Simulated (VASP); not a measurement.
A VASP calculation is set up with these files.

**INCAR**
```
LCHARG = F
SIGMA = 0.1
LUSE_VDW = T
ENCUT = 520
LASPH = T   # aspherical one-centre terms
NELM = 100   # most electronic steps
GGA = ML
PREC = Accurate
ISMEAR = 1
LMAXMIX = 4   # l cut-off of mixed one-centre charges
EDIFF = 1E-7
LWAVE = F
ALGO = Normal
ISIF = 2   # forces and stress, cell fixed
ZAB_VDW = -1.8867
AGGAC = 0.0
LREAL = F   # projection in real space or not
SYSTEM = InSb
```

File POSCAR:
```
InSb
3.3503840
  0.0000000000   0.9999999249   0.9999999249
  0.9999999249   0.0000000000   0.9999999249
  0.9999999249   0.9999999249   0.0000000000
In Sb
1 1
Cartesian
  0.9999999249   0.9999999249   0.0000000000
  0.4999999625   0.4999999625   0.4999999625
```

### KPOINTS
```
Automatic
0
G
9 9 9
0 0 0
```

POTCAR, in this order: In_d Sb (PBE.64 set). Program: vasp_std.

Question: Write an equivalent input for Quantum ESPRESSO's pw.x.

Answer: One equivalent input (not run):
```
&CONTROL
  calculation = 'scf'
  pseudo_dir = './pseudo'
  outdir = './out'
  tprnfor = .true.
  tstress = .true.
/
&SYSTEM
  ibrav = 0
  nat = 2
  ntyp = 2
  ecutwfc = 80
  occupations = 'smearing'
  smearing = 'methfessel-paxton'
  degauss = 0.00735
  input_dft = 'vdw-df2'
/
&ELECTRONS
  conv_thr = 7.3e-09
  electron_maxstep = 100
/
ATOMIC_SPECIES
  In 114.818 In.upf
  Sb 121.760 Sb.upf
CELL_PARAMETERS angstrom
     0.0000000    3.3503837    3.3503837
     3.3503837    0.0000000    3.3503837
     3.3503837    3.3503837    0.0000000
ATOMIC_POSITIONS crystal
  In   0.0000000  0.0000000  1.0000000
  Sb   0.2500000  0.2500000  0.2500000
K_POINTS automatic
  9 9 9 0 0 0
```
The two are equivalent in intent, not identical: the potentials are each code's own (VASP's PAW set, PseudoDojo norm-conserving files in pw.x), so ENCUT and ecutwfc are chosen apart and not converted; conv_thr bounds pw.x's estimated SCF error, while EDIFF bounds the energy change between steps.

The compound is InSb in the zinc blende structure. This cell is one point of a volume scan, at 0.94 of the reference volume.
